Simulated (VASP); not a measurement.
Shape and ions are relaxed at each volume.

Here is the system:

```cif
data_Cr2O4
_chemical_formula_sum 'Cr2 O4'
_space_group_name_H-M_alt 'P 1'
_space_group_IT_number 1
_cell_length_a 4.44711
_cell_length_b 4.44711
_cell_length_c 2.92099
_cell_angle_alpha 90.000
_cell_angle_beta 90.000
_cell_angle_gamma 90.000
loop_
_space_group_symop_operation_xyz
  'x, y, z'
loop_
_atom_site_label
_atom_site_type_symbol
_atom_site_fract_x
_atom_site_fract_y
_atom_site_fract_z
_atom_site_occupancy
Cr1 Cr 0.00000 0.00000 0.00000 1
Cr2 Cr 0.50000 0.50000 0.50000 1
O1 O 0.30345 0.30345 0.00000 1
O2 O 0.80345 0.19655 0.50000 1
O3 O 0.19655 0.80345 0.50000 1
O4 O 0.69655 0.69655 0.00000 1
```
Starting moments (μB, in the order of the record's atoms Cr Cr O O O O): 2.1 2.1 -0.1 -0.1 -0.1 -0.1.

Calculation: PW91 GGA, VASP's PBE PAW potentials (set 64) (plane waves; VASP 6.6.1). Run with 520 eV cut-off, 7×7×10 Γ-centred mesh, first-order Methfessel-Paxton smearing of 0.10 eV, potentials Cr_pv O.

Problem. Give the energy at these volumes per atom, relative to the lowest: 9.04, 9.33, 9.62, 9.90, 10.19 Å³.

Solution. 29.5, 7.2, 0.0, 5.4, 21.3 meV/atom. A third-order Birch-Murnaghan fit gives B0 = 231 GPa and B0′ = 5.1.

The compound is CrO2 in the rutile structure. It was relaxed first.
